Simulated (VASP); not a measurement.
VASP runs on Ho (space group P6_3/mmc) share one base input (PBE GGA, plane waves, VASP's PBE PAW potentials (set 64)) and change the settings named in each case.

**POSCAR**
```
Ho
3.6309180
  1.0000000000   0.0000000000   0.0000000000
 -0.5000000000   0.8660253412   0.0000000000
  0.0000000000   0.0000000000   3.2175064267
Ho
4
direct
  0.0000000000   0.0000000000   0.0000000000
  0.0000000000   0.0000000000   0.5000000000
  0.3333330000   0.6666670000   0.2500000000
  0.6666670000   0.3333330000   0.7500000000
```

KPOINTS:
```
Regular mesh
0
Gamma
8 8 3
0.5 0.5 0.5
```

**INCAR**
```
ALGO = Normal
EDIFF = 1E-6
ENCUT = 300
GGA = PE
ISIF = 2
ISMEAR = 0
ISPIN = 2
LASPH = .True.
LCHARG = .False.
LMAXMIX = 6
LORBIT = 11
LREAL = .False.
LWAVE = .False.
MAGMOM = 4*4.0
NELM = 100
PREC = Accurate
SIGMA = 0.2
SYSTEM = Ho
```

POTCAR, in this order: Ho (PBE.64 set). Program: vasp_std.

```
change                                                                                                                                 E(σ→0) (eV/atom)  pressure (GPa)  moment (μB)  −TS (eV)
-------------------------------------------------------------------------------------------------------------------------------------  ----------------  --------------  -----------  --------
base run                                                                                                                                        -6.4303            0.36        15.08   -0.4186
ENCUT = 240, ISPIN removed, the spin start removed, KPOINTS 6×6×6 Γ-centred mesh shifted by (0.5, 0.5, 0.5), POTCAR Ho_3 (PBE.64 set)           -4.4845           -2.71            -   -0.1336
ENCUT = 150, KPOINTS 4×4×4 Γ-centred mesh shifted by (0.5, 0.5, 0.5) (not converged)                                                            -1.0090          558.95        12.64   -0.6767
EDIFF = 1E-03, ENCUT = 210, ISMEAR = 1, SIGMA = 0.136, KPOINTS 8×8×8 Γ-centred mesh shifted by (0.5, 0.5, 0.5) (not converged)                  -5.4347            8.13         1.52    0.0227
EDIFF = 1E-03, ENCUT = 150, KPOINTS 2×2×2 Γ-centred mesh shifted by (0.5, 0.5, 0.5) (not converged)                                              0.2863          640.79         3.97   -0.4800
```
 Energies of different potentials or functionals have different zeros.  At 300 eV the pressure can carry a Pulay error.

Left out are runs that ran out of time, are held back, or changed the cell or the kind of run, fixed moments of cells without a moment, rows past the twelfth, gaps on odd meshes, pressures of charged cells and columns that move by less than the noise.

The structure was generated: Ho was put into an ordered model structure, which need not be its known phase. The cell was not relaxed at this level, its lattice was scaled by up to 2.5 %.
